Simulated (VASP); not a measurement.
Calculation: PBEsol GGA, VASP's PBE PAW potentials (set 64) (plane waves; VASP).

VASP ran on this input.

**KPOINTS**
```
Automatic mesh
0
Gamma
14 14 8
0 0 0
```

POSCAR:
```
Os
1
    1.3654888047    -2.3650956341     0.0000000000
    1.3654888047     2.3650956341    -0.0000000000
    0.0000000000    -0.0000000000     4.3062269485
Os
2
Direct
  0.3333330000   0.6666670000   0.2500000000
  0.6666670000   0.3333330000   0.7500000000
```

INCAR:
```
SYSTEM = Os
PREC = Accurate; ENCUT = 480; LREAL = .FALSE.
LASPH = .TRUE.
EDIFF = 1E-7; NELM = 100; ALGO = Normal
LMAXMIX = 6
ISMEAR = 1; SIGMA = 0.1
GGA = PS
ISIF = 2
LWAVE = .FALSE.; LCHARG = .FALSE.
```

POTCAR, in this order: Os (PBE.64 set). Program: vasp_std.

Unless said otherwise, spin-orbit coupling is left out, though it shifts the bands of the heavy elements here.

**Question.** Estimate the energy per atom (σ→0), band gap (on the k-mesh).

**Answer.** 
```json
{
 "energy per atom (σ→0)": "-12.239 eV/atom",
 "band gap (on the k-mesh)": "none (metal, semimetal or under 0.01 eV)"
}
```

### OSZICAR
```
...
DAV:   8    -0.244814051727E+02    0.69744E-02   -0.81240E-03  2932   0.755E-01    0.286E-01
DAV:   9    -0.244791597275E+02    0.22454E-02   -0.14789E-03  3108   0.478E-01    0.616E-02
DAV:  10    -0.244791950572E+02   -0.35330E-04   -0.57163E-05  3200   0.767E-02    0.112E-02
DAV:  11    -0.244791642870E+02    0.30770E-04   -0.81647E-06  2976   0.344E-02    0.109E-03
DAV:  12    -0.244791638544E+02    0.43258E-06   -0.15561E-07  2588   0.410E-03    0.959E-04
DAV:  13    -0.244791637496E+02    0.10482E-06   -0.97192E-09  1512   0.101E-03    0.181E-04
DAV:  14    -0.244791637305E+02    0.19160E-07   -0.19751E-09  1468   0.493E-04
   1 F= -.24479164E+02 E0= -.24478742E+02  d E =-.126592E-02
```

The compound is Os in the hcp structure. It was relaxed first.
